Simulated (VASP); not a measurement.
A convergence study with VASP on Zr (hcp): one setting is varied, all else stays as given below, so the limit is that of these other settings. Each run relaxes cell and ions from the cell shown.

```
Zr
1.0
    1.61500    -2.79726     0.00000
    1.61500     2.79726     0.00000
    0.00000     0.00000     5.15000
Zr
2
Direct
  0.33333   0.66667   0.25000
  0.66667   0.33333   0.75000
```

Level of theory: PBEsol GGA, VASP's PBE PAW potentials (set 64) (plane waves; VASP 6.6.1). The tightest run used: 550 eV cut-off, 18×18×10 Γ-centred mesh, first-order Methfessel-Paxton smearing of 0.10 eV, potentials Zr_sv.

```csv
setting,relaxed volume (Å³/atom),E (eV/atom),irreducible k-points
2×2×1 mesh,21.883,-9.9921,2
3×3×2 mesh,22.027,-9.1436,6
4×4×2 mesh,22.703,-9.0428,8
5×5×3 mesh,22.550,-9.0821,10
6×6×3 mesh,22.502,-9.0470,14
7×7×4 mesh,22.510,-9.0766,24
8×8×4 mesh,22.597,-9.0852,30
```

Task: These are the cheaper rows. Estimate the results at 18×18×10 mesh, and how far the last row shown lies from them.

Result: 
| quantity | tightest run | last row shown is off by |
|---|---|---|
| relaxed volume (Å³/atom) | 22.472 | 0.125 |
| E (eV/atom) | -9.0810 | -0.0042 |

Left out are rungs that failed or repeat a setting and relaxations that didn't move; long series are thinned to 24 rows.

The compound is Zr in the hcp structure.
